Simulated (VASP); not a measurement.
Here is the system:

```
NbP
1.0
    0.00000     2.78836     2.78836
    2.78836     0.00000     2.78836
    2.78836     2.78836     0.00000
Nb P
1 1
Direct
  0.00000   0.00000   0.00000
  0.25000   0.25000   0.25000
```

These are PBE GGA, VASP's PBE PAW potentials (set 64) (plane waves; VASP) values and carry that method's errors. Run with 400 eV cut-off, Gaussian smearing of 0.050 eV, potentials Nb_sv P.

### Question
Predict the band gap (along the path) with the smallest direct gap where there is one.

### Answer

- band gap (along the path) = none (metal, semimetal or under 0.01 eV)

Only differences to runs with the same potentials and settings are physical.

The structure was generated: NbP was put into the zinc blende type (F-43m), which need not be its known phase. It was relaxed first, which changed the volume by -29 %.
